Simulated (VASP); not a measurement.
Data:

```xyz
2
Lattice="0.0000 2.2631 2.2631 2.2631 0.0000 2.2631 2.2631 2.2631 0.0000" Properties=species:S:1:pos:R:3 pbc="T T T"
Na     0.0000     0.0000     0.0000
F      2.2631     2.2631     2.2631
```

All values below come from r2SCAN meta-GGA, VASP's PBE PAW potentials (set 64) (plane waves; VASP). Run with 600 eV cut-off, 10×10×10 Γ-centred mesh, Gaussian smearing of 0.050 eV, potentials Na_pv F.

Give the stress tensor in GPa (positive for a compressed cell).

```
1.89  0.00  0.00
0.00  1.89  0.00
0.00  0.00  1.89
```
The pressure is its mean diagonal, 1.89 GPa.

The compound is NaF in the rock salt structure. This cell was strained or had an atom moved on purpose.
